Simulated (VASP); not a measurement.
Given:

```xyz
2
Lattice="0.0000 3.3114 3.1841 3.1841 0.0000 3.1841 3.1841 3.3114 0.0000" Properties=species:S:1:pos:R:3 pbc="T T T"
Sn     0.0000     0.0000     0.0000
Te     3.1841     3.3114     3.1841
```

Computed with r2SCAN meta-GGA, VASP's PBE PAW potentials (set 64) (plane waves; VASP 6.6.1). Settings: 480 eV cut-off, 8×8×8 Γ-centred mesh, Gaussian smearing of 0.050 eV, potentials Sn_d Te.

**Question.** Estimate the energy per atom (σ→0), pressure.

**Answer.** 
The energy per atom (σ→0) is -25.327 eV/atom and the pressure comes out as -1.31 GPa.

Only differences to runs with the same potentials and settings are physical.

The compound is SnTe in the rock salt structure, which distorts at low temperature. This cell was strained or had an atom moved on purpose.
